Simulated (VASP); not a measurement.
Data:

```yaml
crystal:
  lattice:
    - [3.45270, 0.00000, 0.00000]
    - [0.00000, 3.45270, 0.00000]
    - [0.00000, 0.00000, 7.28746]
  atoms:
    - { symbol: Sn, position: [0.50000, 0.00000, 0.34352] }
    - { symbol: Sn, position: [0.00000, 0.50000, 0.65648] }
    - { symbol: Si, position: [0.00000, 0.00000, 0.00000] }
    - { symbol: Si, position: [0.50000, 0.50000, 0.00000] }
```

All values below come from PBEsol GGA, VASP's PBE PAW potentials (set 64) (plane waves; VASP). Run with 400 eV cut-off, 10×10×5 Γ-centred mesh, tetrahedra with Blöchl corrections, potentials Sn_d Si.

The cores are frozen, which limits the accuracy of field gradients.

Q: Give the principal components of the electric field gradient (V/Å²) and the asymmetry η at each nucleus.

A: 
```
atom    Vxx    Vyy    Vzz     η
----  -----  -----  -----  ----
Sn1     6.5    6.5  -13.0  0.00
Sn2     6.5    6.5  -13.0  0.00
Si3   -19.3  -19.3   38.6  0.00
Si4   -19.3  -19.3   38.6  0.00
```

The structure was generated: SiSn was put into the litharge type (P4/nmm), which need not be its known phase. It was relaxed first, which changed the volume by -42 %.
